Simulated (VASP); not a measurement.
Crystal: HfSc.

```
Hf Sc
1.0
     3.24012    0.00000    0.00000
    -1.62006    2.80603    0.00000
     0.00000    0.00000    5.10413
Hf Sc
1 1
Direct
  0.66667 0.33333 0.50000
  0.33333 0.66667 0.00000
```

The cell comes from a database or a generator and needn't be the stable form of this composition.

| Property | Result |
| --- | --- |
| Program | VASP 6.6.1 |
| Task | relaxation of cell and atoms |
| Functional | PBEsol |
| Potentials or basis | VASP PAW PBE potentials, release 64 (Hf_pv, Sc_sv) |
| Cutoff | 600 eV |
| k mesh | 15 × 15 × 8 |
| Occupations | gaussian, width 0.1 eV |
| Spin | no spin polarisation |

At the start: pressure -3.4 GPa; volume 23.20 Å³/atom.

**Question.** How do energy, volume and symmetry change on relaxing?

**Answer.** Over 12 steps the energy falls by 10.5 meV/atom and the volume is 22.23 Å³/atom (-4.2 %); space group P-6m2 (No. 187, to 0.05 Å).

Step by step:
| step | energy change (eV) | largest force (eV/Å) | pressure (GPa) | volume (Å³) |
| --- | --- | --- | --- | --- |
| 1 | 0.0000 | 0.0000 | -3.37 | 46.41 |
| 2 | -0.0112 | 0.0000 | 2.57 | 43.20 |
| 3 | -0.0211 | 0.0000 | 0.00 | 44.47 |
| 4 | -0.0211 | 0.0000 | 0.06 | 44.43 |
| 5 | -0.0211 | 0.0000 | -0.03 | 44.48 |
| 6 | -0.0211 | 0.0000 | -0.03 | 44.48 |
| 7 | -0.0211 | 0.0000 | -0.02 | 44.48 |
| 8 | -0.0211 | 0.0000 | -0.03 | 44.47 |
| 9 | -0.0211 | 0.0000 | 0.02 | 44.45 |
| 10 | -0.0211 | 0.0000 | -0.01 | 44.47 |
| 11 | -0.0211 | 0.0000 | 0.00 | 44.47 |
| 12 | -0.0211 | 0.0000 | -0.01 | 44.47 |

Final structure:
```cif
data_structure
_symmetry_space_group_name_H-M 'P 1'
_symmetry_Int_Tables_number 1
_cell_length_a 3.1953
_cell_length_b 3.1953
_cell_length_c 5.0288
_cell_angle_alpha 90.000
_cell_angle_beta 90.000
_cell_angle_gamma 120.000
_cell_volume 44.47
loop_
_atom_site_label
_atom_site_type_symbol
_atom_site_fract_x
_atom_site_fract_y
_atom_site_fract_z
_atom_site_occupancy
Hf1 Hf 0.66667 0.33333 0.50000 1
Sc1 Sc 0.33333 0.66667 0.00000 1
```

Caveat: the PAW data sets were made with another functional, which shifts forces and pressure a little.
